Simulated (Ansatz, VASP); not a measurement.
## Two plane-wave programs on BiB2N

POSCAR

```
BiB2N
1.0
    2.8282886573      0.0000000000      0.0000000000
    0.0000000000      2.8282886573      0.0000000000
    0.0000000000      0.0000000000      6.5260672313
N B Bi
1 2 1
Direct
    0.0000000000      0.0000000000      0.0000000000
    0.0000000000      0.5000000000      0.8819061851
    0.5000000000      0.0000000000      0.1180938149
    0.5000000000      0.5000000000      0.5000000000
```

The input INCAR.step1:

```
ALGO = Normal
EDIFF = 1E-4
ENCUT = 520
GGA = PE
ISMEAR = -1
LASPH = T
LCHARG = F
LREAL = F
LWAVE = T
NBANDS = 21
NELM = 100
PREC = Accurate
SIGMA = 0.02
```

File INCAR.step2:

```
ALGO = Normal
EDIFF = 1E-7
ENCUT = 520
ISIF = 2
ISMEAR = -1
ISTART = 1
LASPH = T
LCHARG = T
LELF = T
LMIXTAU = T
LREAL = F
LVHAR = T
LWAVE = F
METAGGA = R2SCAN
NBANDS = 21
NELM = 100
PREC = Accurate
SIGMA = 0.02
```

KPOINTS

```
k-points
0
Gamma
  6 6 4
```

Input for Ansatz:

```yaml
crystal:
  lattice:
    - [2.8282886573, 0.0, 0.0]
    - [0.0, 2.8282886573, 0.0]
    - [0.0, 0.0, 6.5260672313]
  atoms:
    - { symbol: "N", position: [0.0, 0.0, 0.0] }
    - { symbol: B, position: [0.0, 0.5, 0.8819061851] }
    - { symbol: Bi, position: [0.5, 0.5, 0.5] }
    - { symbol: B, position: [0.5, 0.0, 0.1180938149] }
kpoints:
  mp_grid: { grid: [6, 6, 4] }
hamiltonian:
  xc: r2scan
scf:
  occupations: { method: fermi_dirac, width: 0.02 }
  n_extra_bands: 5
output:
  forces: true
  stress: true
  eigenvalues: true
```

The cell was built by a generator and needn't be a form met in nature.

Alike in both runs: task single point; functional r2SCAN; k mesh 6 × 6 × 4; occupations fermi-dirac, width 0.02 eV; no spin polarisation.

|  | VASP | Ansatz |
| --- | --- | --- |
| version | VASP 6.6.1 | Ansatz 0.2.0 |
| potentials or method | VASP PAW PBE potentials, release 64 (N, B, Bi_d) | plane waves, PAW |
| plane-wave cutoff (eV) | 520 | 500 |
| valence electrons in the cell | 26 | 26 |

|  | VASP | Ansatz | Ansatz less VASP |
| --- | --- | --- | --- |
| pressure (GPa) | 1.3 | 1.2 | -0.15 |
| largest component of the traceless stress (GPa) | 3.42 | 3.49 | +0.068 |
| rms of the force components (eV/Å) | 0.103 | 0.097 | -0.0058 |

Caveats: the k mesh is coarse (spacing up to 0.37 Å⁻¹), so the values aren't converged; the PAW data sets were made with another functional, which shifts forces and pressure a little (VASP); spin-orbit coupling is left out, which moves the levels of the heavy elements.
